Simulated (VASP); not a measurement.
Level of theory: PBE GGA, VASP's PBE PAW potentials (set 64) (plane waves; VASP).

VASP input:

**POSCAR**
```
GaN
1
    1.6095892532    -2.7878903268     0.0000000000
    1.6095892532     2.7878903268     0.0000000000
    0.0000000000     0.0000000000     5.2415015388
Ga N
2 2
Direct
  0.6666670000   0.3333330000   0.5000480094
  0.3333330000   0.6666670000   0.0000480094
  0.6666670000   0.3333330000   0.8769519906
  0.3333330000   0.6666670000   0.3769519906
```

INCAR:
```
SYSTEM=GaN
PREC=Accurate; ENCUT=600; LREAL=.FALSE.
LASPH=.TRUE.
EDIFF=1E-7; NELM=100; ALGO=Normal
LMAXMIX=4
ISMEAR=0; SIGMA=0.05
GGA=PE
ISIF=2
LWAVE=.FALSE.; LCHARG=.FALSE.
```

### KPOINTS
```
Automatic
0
Gamma
10 10 6
```

POTCAR, in this order: Ga_d N (PBE.64 set). Program: vasp_std.

Output of the run:

### OSZICAR
```
       N       E                     dE             d eps       ncg     rms          rms(c)
DAV:   1     0.296177035832E+03    0.29618E+03   -0.20160E+04  2520   0.329E+03
DAV:   2     0.104799449156E+02   -0.28570E+03   -0.27735E+03  2750   0.562E+02
DAV:   3    -0.265713441103E+02   -0.37051E+02   -0.36741E+02  2824   0.164E+02
DAV:   4    -0.282320245007E+02   -0.16607E+01   -0.16555E+01  3462   0.359E+01
DAV:   5    -0.282570839940E+02   -0.25059E-01   -0.25051E-01  2770   0.410E+00    0.108E+01
DAV:   6    -0.242304548269E+02    0.40266E+01   -0.15422E+01  4486   0.572E+01    0.308E+00
DAV:   7    -0.243527366762E+02   -0.12228E+00   -0.16927E+00  2656   0.118E+01    0.267E+00
DAV:   8    -0.243541239891E+02   -0.13873E-02   -0.30144E-01  4062   0.841E+00    0.913E-01
DAV:   9    -0.243298318015E+02    0.24292E-01   -0.12315E-01  4424   0.589E+00    0.347E-01
DAV:  10    -0.243309217871E+02   -0.10900E-02   -0.63224E-03  2946   0.924E-01    0.150E-01
DAV:  11    -0.243308037855E+02    0.11800E-03   -0.18252E-03  3828   0.790E-01    0.324E-02
DAV:  12    -0.243308226939E+02   -0.18908E-04   -0.20861E-04  2716   0.113E-01    0.188E-02
DAV:  13    -0.243308219369E+02    0.75701E-06   -0.38945E-05  3524   0.142E-01    0.145E-02
DAV:  14    -0.243308223335E+02   -0.39661E-06   -0.54543E-06  3836   0.374E-02    0.277E-03
DAV:  15    -0.243308223539E+02   -0.20423E-07   -0.10105E-06  3316   0.136E-02    0.168E-03
DAV:  16    -0.243308223415E+02    0.12445E-07   -0.30608E-07  2272   0.786E-03
   1 F= -.24330822E+02 E0= -.24330822E+02  d E =-.169188E-10
```

**OUTCAR**
```
------------------------ aborting loop because EDIFF is reached ----------------------------------------
  FORCE on cell =-STRESS in cart. coord.  units (eV):
  Direction    XX          YY          ZZ          XY          YZ          ZX
  --------------------------------------------------------------------------------------
  Total       -0.0430626     -0.0430626      0.0015503      0.0000000      0.0000000      0.0000000
  in kB       -1.4666764     -1.4666763      0.0528035      0.0000000      0.0000000      0.0000000
  external PRESSURE =      -0.9601831 kB  Pullay stress =       0.0000000 kB
  volume of cell :       47.04
      direct lattice vectors                 reciprocal lattice vectors
     1.609589253 -2.787890327  0.000000000     0.310638257 -0.179347084  0.000000000
     1.609589253  2.787890327  0.000000000     0.310638257  0.179347084  0.000000000
     0.000000000  0.000000000  5.241501539     0.000000000  0.000000000  0.190785025
  FREE ENERGIE OF THE ION-ELECTRON SYSTEM (eV)
  ---------------------------------------------------
  free  energy   TOTEN  =       -24.3308223415 eV

  energy  without entropy=      -24.3308223415  energy(sigma->0) =      -24.33082234
```
(Selected blocks of OUTCAR.)

**OUTCAR**
```
 val. band max:        5.0054750670   @ k =   0.0000   0.0000   0.0000

 cond. band min:       6.7225123603   @ k =   0.0000   0.0000   0.0000


 Fermi energy:         5.2025244368

 k-point     1 :       0.0000    0.0000    0.0000
  band No.  band energies     occupation
      1     -10.7276      2.00000
      2      -9.9049      2.00000
      3      -8.4136      2.00000
      4      -8.3996      2.00000
      5      -8.3995      2.00000
      6      -8.3438      2.00000
      7      -8.3438      2.00000
      8      -8.1696      2.00000
      9      -8.1696      2.00000
     10      -8.0794      2.00000
     11      -8.0794      2.00000
     12      -6.8407      2.00000
     13      -1.8499      2.00000
     14       4.0086      2.00000
     15       4.0086      2.00000
     16       4.9739      2.00000
     17       5.0055      2.00000
     18       5.0055      2.00000
     19       6.7225      0.00000
     20       9.0642      0.00000
     21      14.0337      0.00000
     22      14.7297      0.00000

 k-point     2 :       0.1000    0.0000    0.0000
  band No.  band energies     occupation
      1     -10.6360      2.00000
      2      -9.8828      2.00000
      3      -8.4044      2.00000
      4      -8.3865      2.00000
      5      -8.3660      2.00000
      6      -8.3329      2.00000
      7      -8.3259      2.00000
      8      -8.1771      2.00000
      9      -8.1704      2.00000
     10      -8.0941      2.00000
     11      -8.0774      2.00000
     12      -6.7737      2.00000
     13      -1.7128      2.00000
     14       3.3029      2.00000
     15       3.8113      2.00000
     16       4.1533      2.00000
     17       4.8793      2.00000
     18       4.9189      2.00000
     19       7.5070      0.00000
     20       9.6607      0.00000
     21      13.7451      0.00000
     22      14.1269      0.00000

 k-point     3 :       0.2000    0.0000    0.0000
  band No.  band energies     occupation
      1     -10.4014      2.00000
...
```

The compound is GaN in the wurtzite structure. It was relaxed first.
